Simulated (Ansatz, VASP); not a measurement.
# Hf (Hafnium): VASP beside Ansatz

Wanted: the spread between two codes on one cell, functional and k mesh. The structure shown is the end of the Ansatz relaxation below.

Main program and level: Ansatz 0.2.0; plane waves, with VASP 6.6.1 beside it; single point at LDA.

## (1) The structure

It takes space group P6_3/mmc (No. 194, hexagonal). The conventional cell has a = 3.130 Å, b = 3.130 Å, c = 4.890 Å, α = 90.00°, β = 90.00°, γ = 120.00°. Nearest to Hf lie 12 Hf at 3.04 to 3.13 Å.

## (2) Ansatz: relaxation, LDA

Ansatz runs on its PAW soft_1 files.

This run makes the geometry at which the two programs are then compared.

The input, input.yaml:

```yaml
crystal:
  lattice:
    - [3.1206126508, 0.0, 0.0]
    - [-1.5603063254, 2.702529831, 0.0]
    - [0.0, 0.0, 4.8900362527]
  atoms:
    - { symbol: Hf, position: [0.3333333333, 0.6666666667, 0.25] }
    - { symbol: Hf, position: [0.6666666667, 0.3333333333, 0.75] }
kpoints:
  mp_grid: { grid: [15, 15, 8] }
hamiltonian:
  xc: lda
  pseudopotentials: { kind: paw, azcp: { folder: soft_1 }, xc_functional: pbe }
scf:
  occupations: { method: methfessel_paxton, width: 0.2 }
output:
  forces: true
  stress: true
  eigenvalues: true
relax:
  adjacent_minimum: "off"
  f_tol: 0.001
  max_steps: 60
  cell: { stress_tol: 0.01, fix: [c, angles] }
```

The run is started by

```
$ ansatz run input.yaml --threads 4 --pin off --max-ram 10240MiB --backend cpu --events-out ev --progress --plain --runs-dir out
```

Numbers of over 12 decimals in the logs are rounded to 6 here.

The program printed:

```text
Warning: crystal.symmetry: narrowed to the stabiliser of the fixed cell quantities (relax.cell.fix) — unitary ops 24 → 8. The narrowing is safe, since a smaller group never makes results wrong: the run goes on under it, on as many k-points as the starting group would need, or more. Excluded: 16 operations that would move a fixed cell quantity at a test strain (relax.cell.fix fixes c, alpha, beta, gamma). The cell can leave their symmetry as it relaxes.
Engine: ansatz 0.2.0, aarch64-unknown-linux-gnu
Pseudopotentials: kind: paw
Pseudopotential: Hf, paw, valence charge 26, recommended cutoff 420 eV (normal), soft_1/Hf.paw.azcp
Functional definition: SPW92
  exchange = slater_x
  correlation = pw_c
Crystal: 2 atoms, lattice volume = 41.240 Å³
Basis set: ecut = 420 eV, 797 PW (Γ)
Bands: 32, of which v1, the nominal top of the filled ones, is band 26 counted from 1 (25 counted from 0)
Symmetry: 8 space group operations
k-points: 320 of 1800
Non-local potential: Hf, projectors of the file, l = 0: 3, l = 1: 2, l = 2: 2, l = 3: 3
PAW form: soft (Blöchl's): semilocal exchange-correlation on the pseudo side does not see the compensation charge
PAW frozen core: Hf, regenerated for the run's functional, and the local potential with it (the file was generated under x = pbe(κ = 0.804, μ = 0.219515), c = pbe(β = 0.066725))
PAW one-centre angular grid: Hf, 590 points (default); XC on 64 Gauss nodes
Initial density: superposition of atomic densities (chi_scale 0.1, normalization cell)
Initial wavefunctions: pseudopotential atomic-orbital guess
Functional: x = slater, c = lda
SCF iter   1: F=—  HF=-30955.202414 eV  |F-HF|=—  |Δ(HF+E_count)|=         —  Δρ=3.43e-2  dr2=5.64e-1  ethr=3.10e-3  ⟨swp⟩=5.1  Hψ=34922  notcnv=0
preconditioner: auto → Kerker (q_TF=auto, 2.836 Å⁻¹)  [metal: Δε(μ)=0.034 eV  Ē_g=16.994 eV  σ=0.200 eV  W_gap=0.14  n_scr=22 (ndim 8)  ℏωp=40.1 eV  f_vac=0.000  D(μ)=1.24/eV (n_scr^D=8)]
SCF iter   2: F=—  HF=-30955.071279 eV  |F-HF|=—  |Δ(HF+E_count)|=   1.31e-1  S|Δr|=    0.00e0  Δρ=2.13e-2  dr2=2.17e-1  ethr=1.08e-3  ⟨swp⟩=2.5  Hψ=19354  notcnv=0  defer=39
SCF iter   3: F=—  HF=-30955.019617 eV  |F-HF|=—  |Δ(HF+E_count)|=   5.17e-2  S|Δr|=    0.00e0  Δρ=8.40e-3  dr2=3.33e-2  ethr=4.18e-4  ⟨swp⟩=2.0  Hψ=16024  notcnv=0  defer=57
SCF iter   4: F=—  HF=-30954.981168 eV  |F-HF|=—  |Δ(HF+E_count)|=   3.84e-2  S|Δr|=    0.00e0  Δρ=3.12e-3  dr2=1.98e-3  ethr=6.40e-5  ⟨swp⟩=2.0  Hψ=18488  notcnv=0  defer=57
SCF iter   5: F=—  HF=-30954.982078 eV  |F-HF|=—  |Δ(HF+E_count)|=   9.10e-4  S|Δr|=    0.00e0  Δρ=6.06e-4  dr2=1.37e-4  ethr=3.81e-6  ⟨swp⟩=2.9  Hψ=17984  notcnv=0  defer=57
SCF iter   6: F=—  HF=-30954.982203 eV  |F-HF|=—  |Δ(HF+E_count)|=   1.25e-4  S|Δr|=    0.00e0  Δρ=1.36e-4  dr2=6.50e-6  ethr=2.63e-7  ⟨swp⟩=2.0  Hψ=18485  notcnv=0  defer=57
SCF iter   7: F=—  HF=-30954.982210 eV  |F-HF|=—  |Δ(HF+E_count)|=   7.13e-6  S|Δr|=    0.00e0  Δρ=2.94e-5  dr2=4.01e-7  ethr=1.25e-8  ⟨swp⟩=2.2  Hψ=18791  notcnv=0  defer=152
SCF iter   8: F=-30954.982210 eV  HF=-30954.982210 eV  |F-HF|=1.04e-8  |Δ(HF+E_count)|=   8.97e-8  S|Δr|=    0.00e0  Δρ=5.44e-6  dr2=1.36e-8  ethr=1.92e-10  ⟨swp⟩=9.8  Hψ=56499  notcnv=0
SCF 1 converged in 8 iterations: F = -30954.982210 eV  dr2 = 1.36e-8
  greatest PAW one-centre occupation: 0.998 electrons in one spin orbital (limit 2), on the Hf atom at site 1 (counted from 0), in its partial waves of l = 3
relax step   1: F+E_penalty+E_count = -30954.98220954 eV  Δ(F+E_penalty+E_count) = +0.000e0 eV  max|allowed force component| = 2.087e-8 eV/Å  Δτ_max = 0.0000 Å  P = +1.310 GPa  Ω = 41.240 Å³  fix = [c, alpha, beta, gamma]  reactions: c +2.262 GPa; gamma -0.000 GPa/rad  (8 SCF iters, dr2 threshold 1.00e-7 eV, accepted)
[...]
relax step   2: F+E_penalty+E_count = -30954.98156490 eV  Δ(F+E_penalty+E_count) = +6.446e-4 eV  max|allowed force component| = 1.908e-8 eV/Å  Δτ_max = 0.0000 Å  P = -0.368 GPa  Ω = 41.824 Å³  energy of the carried Pulay correction = -1.357e-4 eV  fix = [c, alpha, beta, gamma]  (5 SCF iters, dr2 threshold 2.00e-7 eV, rejected (line search))
[...]
relax step   3: F+E_penalty+E_count = -30954.98279370 eV  Δ(F+E_penalty+E_count) = -5.842e-4 eV  max|allowed force component| = 2.073e-8 eV/Å  Δτ_max = 0.0000 Å  P = +0.576 GPa  Ω = 41.491 Å³  energy of the carried Pulay correction = -5.856e-5 eV  fix = [c, alpha, beta, gamma]  reactions: c +1.746 GPa; gamma -0.000 GPa/rad  (9 SCF iters, accepted)
[...]
relax step   4: F+E_penalty+E_count = -30954.98285569 eV  Δ(F+E_penalty+E_count) = -6.198e-5 eV  max|allowed force component| = 2.110e-8 eV/Å  Δτ_max = 0.0000 Å  P = +0.577 GPa  Ω = 41.491 Å³  fix = [c, alpha, beta, gamma]  reactions: c +1.747 GPa; gamma -0.000 GPa/rad  stress off target by 8.12e-3 GPa on what of the cell is left free  SCF on the basis re-selected at this cell (its energy is not comparable with the rows above)  (7 SCF iters)
basis re-selected at this cell: Δ(F+E_penalty+E_count) = -6.198e-5 eV, ΔP = +0.001 GPa vs the last step (what re-selecting the basis moved, of the pressure what is left beyond the Pulay correction that the steps carried, after the strain that the cell walked since its last selection, with what the two solves' SCF thresholds leave and, on support functions, any second-order correction that the steps lacked; it is no m [...]
SCF converged after 7 iterations
Stability not checked: this state was not tested for a lower state beside it, because cold or Methfessel-Paxton smearing, or corrected tetrahedra, fill the levels in a way that the test cannot read (fill_not_monotonic; see scf.lower_state_search)
Free energy (F): -30954.982856 eV
Harris-Foulkes:  -30954.982856 eV  (|F-HF|=0.00e0)
Internal energy: -30954.986969 eV  (E = F + TS)
E sigma→0 (E₀):  -30954.983884 eV
Entropy (-TS):   0.004114 eV (2.057 meV/atom)
Fermi energy:    19.410806 eV
Step filling:    the computed levels leave a gap of 0.0000 eV = 0.0 smearing widths at the electron count; against every level under it full and every level over it empty, smearing changes F+E_penalty+E_count by +1.808 meV and its σ→0 estimate by +0.780 meV
--- Per-component energies (eV) ---
  E_band       = 50.985747
  E_kinetic    = 825.341568
  E_local      = -12249.428358  (includes V_loc(G=0)·N_el)
  E_nonlocal   = 142.837455
  E_hartree    = 5988.934326
  E_xc         = -531.116503
  E_vxc        = -512.865535  (∫ρ·V_xc dr)
  E_paw        = -14907.687678  (= ΣΔE_a)
  E_vpaw       = -132.768253  (= ΣTr[D̂ρ^β])
  E_aug_tail   = 0.000216  (compensation charges beyond the density's cutoff)
  E_ewald      = -10228.782171
  E_core_change = 4.914176  (= ΣΔE_core)
  E_smearing   = 0.004114  (= −TS)
  E_closure    = -0.000000  (closes the sum)
  Σ components = -30954.982856   (vs F -30954.982856, Δ=0.00e0)
--- Forces (eV/Å), atoms counted from 1 ---
  atom   1  Hf    -0.00000002     0.00000001     0.00000000
  atom   2  Hf     0.00000002    -0.00000001     0.00000000
  max |Σ_I F_I| component: 0.00e0 eV/Å
--- Stress (GPa, compression-positive) ---
       -0.008117       0.000000       0.000000
        0.000000      -0.008117      -0.000000
        0.000000      -0.000000       1.746632
  P = ⅓ Tr σ = 0.5768 GPa (5.768 kbar)
--- Band table (eV; the first three rows and the last of 320) ---
  k-point 0: bands = [... 22 lower, 11.7811, 15.4475, 20.4685, 20.4685, 20.5550, 20.9394, 21.4029, 21.4029, ... 2 higher]
  k-point 1: bands = [... 22 lower, 11.9426, 15.4019, 20.2778, 20.3639, 20.3639, 20.8008, 21.2610, 21.2610, ... 2 higher]
  k-point 2: bands = [... 22 lower, 12.4069, 15.1963, 19.7473, 20.2182, 20.2182, 20.4317, 20.9326, 20.9326, ... 2 higher]
  k-point 319: bands = [... 22 lower, 15.7249, 15.7249, 18.2829, 18.2829, 20.8600, 20.8600, 22.0651, 22.0651, ... 2 higher]
--- Relaxed structure (3 steps of the walk, 2 accepted, 1 SCFs on fresh bases) ---
  F+E_penalty+E_count = -30954.98285569 eV   max|allowed force component| = 2.110e-8 eV/Å   (the final SCF, on the basis selected at the relaxed cell)
  cell:  # Å, volume = 41.4911 Å³
    - [3.130085, 1.6131097665279109e-18, 0.0]
    - [-1.565043, 2.710733, 0.0]
    - [0.0, 0.0, 4.8900362527]
  atoms:
    - { symbol: Hf, position: [0.333333, 0.666667, 0.250000] }
    - { symbol: Hf, position: [0.666667, 0.333333, 0.750000] }
```

## (3) VASP: single point, LDA, pair 1

The same cell, functional (in two slightly different forms), mesh and smearing now go to VASP, with its own data sets.

Lines of VASP's logs that name or quote its potential files are left out, and so is its time.

The input, INCAR:

```
SYSTEM = Hf
PREC = Accurate
ENCUT = 500
EDIFF = 1E-06
NELM = 120
ISMEAR = 1
SIGMA = 0.2
LREAL = .FALSE.
ALGO = Normal
GGA = PW92
NBANDS = 16
LASPH = .TRUE.
LORBIT = 11
LWAVE = .FALSE.
LCHARG = .FALSE.
ISIF = 2
GGA_COMPAT = .FALSE.
KPAR = 2
```

The input, POSCAR:

```
Hf
1.0
    3.1300850785      0.0000000000      0.0000000000
   -1.5650425393      2.7107331940      0.0000000000
    0.0000000000      0.0000000000      4.8900362527
Hf
2
Direct
    0.3333333304      0.6666666638      0.2500000000
    0.6666666638      0.3333333304      0.7500000000
```

The input, KPOINTS:

```
Automatic mesh
0
Gamma
15 15 8
0 0 0
```

Potentials, in the order of the species: Hf_pv (LDA family, release 64).

The run is started by

```
$ mpirun -np 2 vasp_std
```

The program printed:

```text
[banner, memory and clock lines left out]
running    2 mpi-ranks, on    1 nodes
 distrk:  each k-point on    1 cores,    2 groups
 distr:  one band on    1 cores,    1 groups

 POSCAR found type information on POSCAR Hf
 POSCAR found :  1 types and       2 ions
|                                                                             |
|               ----> ADVICE to this user running VASP <----                  |
|                                                                             |
|     You enforced a specific xc type in the INCAR file but a different       |
|     [... a line on the potential file left out ...]
|     I HOPE YOU KNOW WHAT YOU ARE DOING!                                     |
|                                                                             |

 LDA part: xc-table for (Slater(with rela. corr.)+PW92), standard interpolation
 POSCAR, INCAR and KPOINTS ok, starting setup
 FFT: planning ... GRIDC
 FFT: planning ... GRID_SOFT
 FFT: planning ... GRID
 WAVECAR not read
 entering main loop
       N       E                     dE             d eps       ncg     rms          rms(c)
DAV:   1     0.462374414657E+02    0.46237E+02   -0.11395E+04  4336   0.116E+03
DAV:   2    -0.205477440408E+02   -0.66785E+02   -0.65240E+02  5808   0.251E+02
DAV:   3    -0.220523778824E+02   -0.15046E+01   -0.14940E+01  5632   0.261E+01
DAV:   4    -0.220630317598E+02   -0.10654E-01   -0.10653E-01  5392   0.266E+00
DAV:   5    -0.220631592537E+02   -0.12749E-03   -0.12749E-03  5600   0.238E-01    0.685E+01
DAV:   6    -0.215561970333E+02    0.50696E+00   -0.43357E-01  5176   0.438E+00    0.404E+01
DAV:   7    -0.213746998810E+02    0.18150E+00   -0.69512E-01  5328   0.534E+00    0.189E+00
DAV:   8    -0.213662098046E+02    0.84901E-02   -0.42655E-02  4960   0.145E+00    0.335E-01
DAV:   9    -0.213662893960E+02   -0.79591E-04   -0.92714E-04  5856   0.222E-01    0.175E-01
DAV:  10    -0.213662860023E+02    0.33937E-05   -0.46678E-05  5144   0.492E-02    0.204E-01
DAV:  11    -0.213662826562E+02    0.33461E-05   -0.49092E-06  5344   0.149E-02    0.101E-02
DAV:  12    -0.213662826260E+02    0.30193E-07   -0.38814E-07  3048   0.452E-03
   1 F= -.21366283E+02 E0= -.21367560E+02  d E =0.383211E-02
```

Parts of OUTCAR (step 3):

```text
ion  position               nearest neighbor table
   1  0.333  0.667  0.250-   2 3.04   2 3.04   2 3.04   2 3.04   2 3.04   2 3.04
   2  0.667  0.333  0.750-   1 3.04   1 3.04   1 3.04   1 3.04   1 3.04   1 3.04

  LATTYP: Found a hexagonal cell.
 ALAT       =     3.1300850785
 C/A-ratio  =     1.5622694368

 Subroutine GETGRP returns: Found 24 space group operations
 (whereof 12 operations were pure point group operations)

The static configuration has the point symmetry D_3d.
 The point group associated with its full space group is D_6h.

 Found    135 irreducible k-points:

   k-points           NKPTS =    135   k-points in BZ     NKDIM =    135   number of bands    NBANDS=     16

   dimension x,y,z NGX =    24 NGY =   24 NGZ =   36
   dimension x,y,z NGXF=    48 NGYF=   48 NGZF=   72

   ENCUT  =  500.0 eV  36.75 Ry    6.06 a.u.   5.71  5.71  8.92*2*pi/ulx,y,z

   NELECT =      20.0000    total number of electrons

 k-points in reciprocal lattice and weights: Automatic mesh
   0.00000000  0.00000000  0.00000000       0.001
   0.06666667  0.00000000  0.00000000       0.003
   0.13333333 -0.00000000  0.00000000       0.003
   0.20000000 -0.00000000  0.00000000       0.003
   0.26666667 -0.00000000  0.00000000       0.003
   0.33333333 -0.00000000  0.00000000       0.003
   0.40000000  0.00000000  0.00000000       0.003
   0.46666667 -0.00000000  0.00000000       0.003
   0.06666667  0.06666667  0.00000000       0.003
[...]
0.33333333  0.26666667  0.50000000       0.007
   0.33333333  0.33333333  0.50000000       0.001

 average (electrostatic) potential at core
       1 -36.9150       2 -36.9150

 E-fermi :   5.3697

 k-point     1 :       0.0000    0.0000    0.0000
  band No.  band energies     occupation
    ...
      4     -24.4573      2.00000
      5     -24.4573      2.00000
      6     -24.4419      2.00000
      7      -2.2205      2.00000
      8       1.4192      2.00000
      9       6.4279     -0.00000
     10       6.4279     -0.00000
     11       6.5497     -0.00000
     12       6.8946     -0.00000
     13       7.3626     -0.00000
    ...

 k-point     2 :       0.0667    0.0000    0.0000
  band No.  band energies     occupation
    ...
      4     -24.4909      2.00000
      5     -24.4611      2.00000
      6     -24.4493      2.00000
      7      -2.0731      2.00000
      8       1.5618      2.00000
      9       6.0530     -0.00002
     10       6.2980     -0.00000
     11       6.5657     -0.00000
     12       7.1647     -0.00000
     13       7.2324     -0.00000
    ...

 k-point     3 :       0.1333   -0.0000    0.0000
  band No.  band energies     occupation
    ...
      4     -24.5840      2.00000
      5     -24.4725      2.00000
      6     -24.4715      2.00000
      7      -1.6468      2.00000
      8       1.9581      2.00000
      9       5.4601      0.31517
     10       5.6558     -0.06123
     11       6.8051     -0.00000
     12       6.9741     -0.00000
     13       7.4283     -0.00000
    ...

  Total       -0.0056640     -0.0056640      0.4415930      0.0000000      0.0000000     -0.0000000
  in kB       -0.2187151     -0.2187151     17.0520978      0.0000000      0.0000000     -0.0000000
  external PRESSURE =       5.5382225 kB  Pullay stress =       0.0000000 kB

  energy-cutoff  :      500.00
  volume of cell :       41.49
      direct lattice vectors                 reciprocal lattice vectors
     3.130085079  0.000000000  0.000000000     0.319480134  0.184451941  0.000000000
    -1.565042539  2.710733194  0.000000000     0.000000000  0.368903883  0.000000000
     0.000000000  0.000000000  4.890036253     0.000000000  0.000000000  0.204497461

 POSITION                                       TOTAL-FORCE (eV/Angst)
 -----------------------------------------------------------------------------------
     -0.00000      1.80716      1.22251        -0.000000     -0.000000     -0.000000
      1.56504      0.90358      3.66753         0.000000      0.000000      0.000000
 -----------------------------------------------------------------------------------
    total drift:                                0.000003      0.000004      0.000000

  FREE ENERGIE OF THE ION-ELECTRON SYSTEM (eV)
  ---------------------------------------------------
  free  energy   TOTEN  =       -21.3662826260 eV

  energy  without entropy=      -21.3701147379  energy(sigma->0) =      -21.36756000

 total charge
# of ion       s       p       d       tot
------------------------------------------
    1        0.415   6.410   1.679   8.504
    2        0.415   6.410   1.679   8.504
--------------------------------------------------
tot          0.830  12.820   3.359  17.008

[... 3 further parts left out ...]
```

The run ends at a pressure of 0.55 GPa.

## (4) Differences

Known differences besides the potentials themselves: the data sets hold 52 valence electrons in Ansatz (on its PAW soft_1 files) and 20 in VASP; the cutoff is 420 eV in Ansatz and 500 eV in VASP; VASP's log shows a relativistic correction to its local exchange, Ansatz's none; Ansatz's pressure holds a Pulay correction, VASP's none. Total energies have different zeros and are not compared.

Both answers:

```
      quantity  Ansatz  VASP  difference
pressure (GPa)    0.58  0.55       +0.02
```

## (5) Ansatz: relaxation, LDA

This run makes the geometry at which the two programs are then compared. The cell compared in this pair holds 41.83 Å³, against 41.49 Å³ for the pair before.

The structure compared here is the end of the Ansatz relaxation.

Edit input.yaml of step 2 so:

```diff
@@ -4,3 +4,3 @@
     - [-1.5603063254, 2.702529831, 0.0]
-    - [0.0, 0.0, 4.8900362527]
+    - [0.0, 0.0, 4.9888248638]
   atoms:
```

The run is started by

```
$ ansatz run input.yaml --threads 4 --pin off --max-ram 10240MiB --backend cpu --events-out ev --progress --plain --runs-dir out
```

The program printed:

```text
[...]
Crystal: 2 atoms, lattice volume = 42.073 Å³
Basis set: ecut = 420 eV, 833 PW (Γ)
Bands: 32, of which v1, the nominal top of the filled ones, is band 26 counted from 1 (25 counted from 0)
Symmetry: 8 space group operations
k-points: 320 of 1800
[...]
k-point 319: bands = [... 22 lower, 15.5748, 15.5748, 18.0440, 18.0440, 20.6791, 20.6791, 21.9971, 21.9971, ... 2 higher]
--- Relaxed structure (3 steps of the walk, 2 accepted, 1 SCFs on fresh bases) ---
[...]
cell:  # Å, volume = 41.8267 Å³
    - [3.111446, 1.5501130761985519e-19, 0.0]
    - [-1.555723, 2.694591, 0.0]
    - [0.0, 0.0, 4.9888248638]
  atoms:
    - { symbol: Hf, position: [0.333333, 0.666667, 0.25] }
    - { symbol: Hf, position: [0.666667, 0.333333, 0.750000] }
[key lines of the parts left out:]
SCF converged after 6 iterations
Free energy (F): -30954.982983 eV
Fermi energy:    19.223039 eV
P = ⅓ Tr σ = -0.5488 GPa (-5.488 kbar)
```

[end of part 1 of 2]

[Lines on the potential files, build, host, timing and source positions are cut from VASP's logs without a mark.]

[Logs are printed without paths, hosts, clocks, repeated set-up lines and the standing remarks that a program may print on its own settings, such as how far it seeks lower states.]

[Hosts, paths, dates, database ids (printed as entryN), source tags and the programs' standing remarks are cut or masked in the printed files.]
